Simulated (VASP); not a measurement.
The system is Bi7Sb.

```
Sb Bi
1.0
     9.01496    0.00000    0.00000
     4.50748   -7.80718    0.00000
     4.50748   -2.60239   -7.82820
Sb Bi
2 14
Direct
  0.11700 0.61700 0.14900
  0.61700 0.11700 0.64900
  0.11700 0.11700 0.14900
  0.11700 0.61700 0.64900
  0.11700 0.11700 0.64900
  0.61700 0.61700 0.14900
  0.61700 0.11700 0.14900
  0.61700 0.61700 0.64900
  0.38300 0.88300 0.35100
  0.38300 0.38300 0.35100
  0.38300 0.88300 0.85100
  0.38300 0.38300 0.85100
  0.88300 0.88300 0.35100
  0.88300 0.38300 0.35100
  0.88300 0.88300 0.85100
  0.88300 0.38300 0.85100
```

The cell was built by a generator and needn't be a form met in nature.

```yaml
Program: VASP 6.6.1
Task: relaxation of cell and atoms
Functional: PBE
Dispersion: D3(BJ)
Potentials_or_basis: VASP PAW PBE potentials, release 64 (Sb, Bi_d)
Cutoff: 600 eV
k_mesh: 6 × 6 × 4
Occupations: gaussian, width 0.03 eV
Spin: no spin polarisation
```

At the start: pressure 0.1 GPa; volume 34.43 Å³/atom.

Q: How do energy, volume and symmetry change on relaxing?

A: Over 10 steps the energy falls by 5.5 meV/atom and the volume is 34.06 Å³/atom (-1.1 %); space group R3m (No. 160, to 0.05 Å).

The path:
| step | energy change (eV) | largest force (eV/Å) | pressure (GPa) | volume (Å³) |
| --- | --- | --- | --- | --- |
| 1 | 0.0000 | 0.3223 | 0.14 | 550.96 |
| 2 | -0.0473 | 0.1608 | -0.32 | 553.39 |
| 3 | -0.0586 | 0.0812 | -0.66 | 555.35 |
| 4 | -0.0832 | 0.0250 | -0.06 | 547.06 |
| 5 | -0.0834 | 0.0369 | 0.01 | 546.19 |
| 6 | -0.0851 | 0.0357 | 0.00 | 545.94 |
| 7 | -0.0873 | 0.0330 | 0.00 | 545.32 |
| 8 | -0.0875 | 0.0319 | 0.00 | 545.07 |
| 9 | -0.0877 | 0.0177 | -0.01 | 545.04 |
| 10 | -0.0878 | 0.0092 | -0.03 | 545.01 |

Final structure:
```xyz
16
Lattice="9.0178 0.0000 0.0000 4.5089 -7.8096 0.0000 4.5089 -2.6032 -7.7389" Properties=species:S:1:pos:R:3 pbc="T T T"
Sb    4.5089   -5.2064   -1.1539
Sb    9.0178   -2.6032   -5.0233
Bi    2.2525   -1.3027   -1.1094
Bi    6.7652   -6.5091   -4.9788
Bi    4.5089   -2.6010   -4.9788
Bi    9.0178   -5.2042   -1.1094
Bi    6.7652   -1.3027   -1.1094
Bi   11.2703   -6.5091   -4.9788
Bi    9.0178   -7.8096   -2.7557
Bi    6.7361   -3.9206   -2.7467
Bi   11.2995   -9.1270   -6.6161
Bi    9.0178   -5.1749   -6.6161
Bi   13.5267   -7.7781   -2.7467
Bi   11.2995   -3.9206   -2.7467
Bi   15.7538   -9.1270   -6.6161
Bi   13.5267   -5.2064   -6.6251
```

Caveat: pairwise dispersion overbinds metals, which lowers pressure and volume.
